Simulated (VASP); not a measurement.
An input for Quantum ESPRESSO's pw.x (written as the equivalent of a VASP run, and not itself run):

```
&CONTROL
  calculation = 'scf'
  pseudo_dir = './pseudo'
  outdir = './out'
  tprnfor = .true.
  tstress = .true.
/
&SYSTEM
  ibrav = 0
  nat = 3
  ntyp = 2
  ecutwfc = 98
  occupations = 'smearing'
  smearing = 'methfessel-paxton'
  degauss = 0.00735
  input_dft = 'rpbe'
/
&ELECTRONS
  conv_thr = 7.3e-09
  electron_maxstep = 100
/
ATOMIC_SPECIES
  Si 28.085 Si.upf
  Ni 58.693 Ni.upf
CELL_PARAMETERS angstrom
     0.0000000    2.7138908    2.7138908
     2.7138908    0.0000000    2.7138908
     2.7138908    2.7138908    0.0000000
ATOMIC_POSITIONS crystal
  Si   0.2500000  0.2500000  0.2500000
  Si   0.7500000  0.7500000  0.7500000
  Ni   0.0000000  0.0000000  0.0000000
K_POINTS automatic
  10 10 10 0 0 0
```

Question: Translate this input to VASP (INCAR, KPOINTS, POSCAR, choice of POTCAR).

Answer: One answer among several that fit: 
**INCAR**
```
SYSTEM=NiSi2
PREC=Accurate; ENCUT=520; LREAL=.False.
LASPH=.True.
EDIFF=1E-7; NELM=100; ALGO=Normal
LMAXMIX=4
ISMEAR=1; SIGMA=0.1
GGA=RP
ISIF=2
LWAVE=.False.; LCHARG=.False.
```

File KPOINTS:
```
Automatic mesh
0
Gamma
10 10 10
0 0 0
```

File POSCAR:
```
NiSi2
3.8380210
  0.0000000000   0.7071068012   0.7071068012
  0.7071068012   0.0000000000   0.7071068012
  0.7071068012   0.7071068012   0.0000000000
Si Ni
2 1
direct
  0.2500000000   0.2500000000   0.2500000000
  0.7500000000   0.7500000000   0.7500000000
  0.0000000000   0.0000000000   0.0000000000
```

POTCAR, in this order: Si Ni (PBE.64 set). Program: vasp_std.

The two are equivalent in intent, not identical: the potentials are each code's own (VASP's PAW set, PseudoDojo norm-conserving files in pw.x), so ENCUT and ecutwfc are chosen apart and not converted; conv_thr bounds pw.x's estimated SCF error, while EDIFF bounds the energy change between steps.

The compound is NiSi2 in the fluorite structure. This cell is one point of a volume scan, at 0.97 of the reference volume.
